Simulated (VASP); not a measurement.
Output of a VASP run:

File OUTCAR:
```
 ion  position               nearest neighbor table
   1  0.500  0.500  0.500-   2 2.80   2 2.80   2 2.80   2 2.80   2 2.80   2 2.80   2 2.80   2 2.80
  LATTYP: Found a simple cubic cell.
 ALAT       =     3.2281962314
 Subroutine PRICEL returns:
 Original cell was already a primitive cell.
 Subroutine GETGRP returns: Found 48 space group operations
The static configuration has the point symmetry O_h .
The dynamic configuration has the point symmetry O_h .
 Subroutine INISYM returns: Found 48 space group operations
 Subroutine IBZKPT returns following result:
 Found     56 irreducible k-points:

 Following reciprocal coordinates:
            Coordinates               Weight
  0.000000  0.000000  0.000000      1.000000
  0.100000  0.000000  0.000000      6.000000
  0.200000  0.000000  0.000000      6.000000
  0.300000  0.000000  0.000000      6.000000
  0.400000  0.000000  0.000000      6.000000
  0.500000  0.000000  0.000000      3.000000
  0.100000  0.100000  0.000000     12.000000
  0.200000  0.100000  0.000000     24.000000
  0.300000  0.100000  0.000000     24.000000
  0.400000  0.100000  0.000000     24.000000
  0.500000  0.100000  0.000000     12.000000
  0.200000  0.200000  0.000000     12.000000
  0.300000  0.200000  0.000000     24.000000
  0.400000  0.200000  0.000000     24.000000
  0.500000  0.200000  0.000000     12.000000
  0.300000  0.300000  0.000000     12.000000
  0.400000  0.300000  0.000000     24.000000
  0.500000  0.300000  0.000000     12.000000
  0.400000  0.400000  0.000000     12.000000
  0.500000  0.400000  0.000000     12.000000
  0.500000  0.500000  0.000000      3.000000
  0.100000  0.100000  0.100000      8.000000
  0.200000  0.100000  0.100000     24.000000
  0.300000  0.100000  0.100000     24.000000
  0.400000  0.100000  0.100000     24.000000
  0.500000  0.100000  0.100000     12.000000
  0.200000  0.200000  0.100000     24.000000
  0.300000  0.200000  0.100000     48.000000
  0.400000  0.200000  0.100000     48.000000
  0.500000  0.200000  0.100000     24.000000
  0.300000  0.300000  0.100000     24.000000
  0.400000  0.300000  0.100000     48.000000
  0.500000  0.300000  0.100000     24.000000
  0.400000  0.400000  0.100000     24.000000
  0.500000  0.400000  0.100000     24.000000
  0.500000  0.500000  0.100000      6.000000
  0.200000  0.200000  0.200000      8.000000
  0.300000  0.200000  0.200000     24.000000
  0.400000  0.200000  0.200000     24.000000
  0.500000  0.200000  0.200000     12.000000
   k-points           NKPTS =     56   k-points in BZ     NKDIM =     56   number of bands    NBANDS=     15
   number of dos      NEDOS =    301   number of ions     NIONS =      2
   total plane-waves  NPLWV =  13824
   dimension x,y,z NGX =    24 NGY =   24 NGZ =   24
   dimension x,y,z NGXF=    48 NGYF=   48 NGZF=   48
   ions per type =               1   1
   PREC   = accura    normal or accurate (medium, high low for compatibility)
   ISTART =      0    job   : 0-new  1-cont  2-samecut
   ICHARG =      2    charge: 1-file 2-atom 10-const
   ISPIN  =      1    spin polarized calculation?
   LNONCOLLINEAR =      F non collinear calculations
   LSORBIT =      F    spin-orbit coupling
   INIWAV =      1    electr: 0-lowe 1-rand  2-diag
   ENCUT  =  480.0 eV  35.28 Ry    5.94 a.u.   5.77  5.77  5.77*2*pi/ulx,y,z
   NELM   =    100;   NELMIN=  2; NELMDL= -5     # of ELM steps
   EDIFF  = 0.1E-06   stopping-criterion for ELM
   LREAL  =      F    real-space projection
   NLSPLINE    = F    spline interpolate recip. space projectors
   LMAXMIX     =    4 max onsite mixed and CHGCAR
   VOSKOWN=      0    Vosko Wilk Nusair interpolation
   EDIFFG = -.1E-01   stopping-criterion for IOM
   NSW    =     40    number of steps for IOM
   NBLOCK =      1;   KBLOCK =     40    inner block; outer block
   IBRION =      2    ionic relax: 0-MD 1-quasi-New 2-CG
   NFREE  =      1    steps in history (QN), initial steepest desc. (CG)
...
```

File OSZICAR:
```
       N       E                     dE             d eps       ncg     rms          rms(c)
DAV:   1     0.156861624454E+03    0.15686E+03   -0.11010E+04  1715   0.194E+03
DAV:   2    -0.193333017064E+01   -0.15879E+03   -0.15462E+03  1764   0.402E+02
DAV:   3    -0.877156310509E+01   -0.68382E+01   -0.67991E+01  2079   0.908E+01
DAV:   4    -0.889270243533E+01   -0.12114E+00   -0.12108E+00  2102   0.113E+01
DAV:   5    -0.889827242060E+01   -0.55700E-02   -0.55699E-02  2478   0.214E+00    0.722E+00
DAV:   6    -0.871893508378E+01    0.17934E+00   -0.43510E-01  2023   0.102E+01    0.344E+00
DAV:   7    -0.868097021521E+01    0.37965E-01   -0.74697E-02  2235   0.563E+00    0.147E+00
DAV:   8    -0.867403683751E+01    0.69334E-02   -0.19357E-02  1918   0.144E+00    0.401E-01
DAV:   9    -0.867328130916E+01    0.75553E-03   -0.19639E-03  2156   0.809E-01    0.551E-02
DAV:  10    -0.867328542659E+01   -0.41174E-05   -0.49754E-05  2196   0.121E-01    0.236E-02
DAV:  11    -0.867328667387E+01   -0.12473E-05   -0.45156E-06  2064   0.238E-02    0.325E-03
DAV:  12    -0.867328702103E+01   -0.34717E-06   -0.38748E-07  2122   0.624E-03    0.264E-03
DAV:  13    -0.867328693506E+01    0.85977E-07   -0.19459E-08  1078   0.177E-03
   1 F= -.65735292E+01 E0= -.65729530E+01  d E =-.657353E+01
```

File OUTCAR:
```
------------------------ aborting loop because EDIFF is reached ----------------------------------------
  FORCE on cell =-STRESS in cart. coord.  units (eV):
  Direction    XX          YY          ZZ          XY          YZ          ZX
  --------------------------------------------------------------------------------------
  Total        2.1094821      2.1094821      2.1094821      0.0000000     -0.0000000      0.0000000
  in kB      100.4631157    100.4631157    100.4631157      0.0000000     -0.0000000      0.0000000
  external PRESSURE =       0.4631157 kB  Pullay stress =     100.0000000 kB
  volume of cell :       33.64
      direct lattice vectors                 reciprocal lattice vectors
     3.228196231  0.000000000  0.000000000     0.309770512  0.000000000  0.000000000
     0.000000000  3.228196231  0.000000000     0.000000000  0.309770512  0.000000000
     0.000000000  0.000000000  3.228196231     0.000000000  0.000000000  0.309770512
 POSITION                                       TOTAL-FORCE (eV/Angst)
 -----------------------------------------------------------------------------------
      1.61410      1.61410      1.61410         0.000000      0.000000      0.000000
      0.00000      0.00000      0.00000         0.000000      0.000000      0.000000
 -----------------------------------------------------------------------------------
    total drift:                                0.000000      0.000000     -0.000000
  FREE ENERGIE OF THE ION-ELECTRON SYSTEM (eV)
  ---------------------------------------------------
  free  energy   TOTEN  =        -8.6732869351 eV

  energy  without entropy=       -8.6715582821  energy(sigma->0) =       -8.67271072
  enthalpy is  TOTEN    =        -6.5735291692 eV   P V=        2.0997577658

 reached required accuracy - stopping structural energy minimisation
```
(Selected blocks of OUTCAR.)

**POSCAR**
```
PdIn
1
    3.2281962314     0.0000000000    -0.0000000000
    0.0000000000     3.2281962314    -0.0000000000
    0.0000000000     0.0000000000     3.2281962314
In Pd
1 1
Direct
  0.5000000000   0.5000000000   0.5000000000
  0.0000000000   0.0000000000   0.0000000000
```

**Question.** Reconstruct the remaining input files.

**Answer.** This is not unique; one that fits is the input of the run itself, PBE GGA, plane waves, VASP's PBE PAW potentials (set 64).

### KPOINTS
```
Automatic mesh
0
Gamma
10 10 10
0 0 0
```

**INCAR**
```
# general
SYSTEM   =  PdIn
PREC     =  Accurate
ENCUT    =  480
LREAL    =  .False.   # projection in real space or not
LASPH    =  .True.   # aspherical one-centre terms

# electronic loop
EDIFF    =  1E-7
NELM     =  100
ALGO     =  Normal   # blocked Davidson
LMAXMIX  =  4   # l cut-off of mixed one-centre charges

# smearing
ISMEAR   =  1   # Methfessel-Paxton
SIGMA    =  0.1

# functional
GGA      =  PE

# ions
IBRION   =  2   # conjugate gradients
NSW      =  40
ISIF     =  3
EDIFFG   =  -0.01
PSTRESS  =  100   # kbar

# output
LWAVE    =  .False.
LCHARG   =  .False.
```

POTCAR, in this order: In_d Pd (PBE.64 set). Program: vasp_std.

The compound is PdIn in the CsCl type structure. It was relaxed first under an external pressure of 10 GPa. The electron count is odd and the run is not spin-polarised, which forces a metal.
